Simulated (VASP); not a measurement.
Energy against volume of Na (bcc). Level of theory: vdW-DF2, VASP's PBE PAW potentials (set 64) (plane waves; VASP). Run with 520 eV cut-off, 12×12×12 Γ-centred mesh, first-order Methfessel-Paxton smearing of 0.10 eV, potentials Na_pv.

```
V (Å³/atom)  E (eV/atom)
-----------  -----------
34.302           0.77809
35.363           0.77705
36.424           0.77761
37.485           0.77957
```

### Question
Fit these four points and predict the energy of the run at 33.241 Å³/atom.

### Answer
A cubic in V^(−2/3), the third-order Birch-Murnaghan form, passes through the four points with V0 = 35.50 Å³/atom and B0 = 8 GPa, and gives 0.7810 eV/atom there. The run gave 0.7810 eV/atom, +0.1 meV/atom from the fit; all five points give B0 = 8 GPa.

The compound is Na in the bcc structure. It was relaxed first, which changed the volume by -8 %.
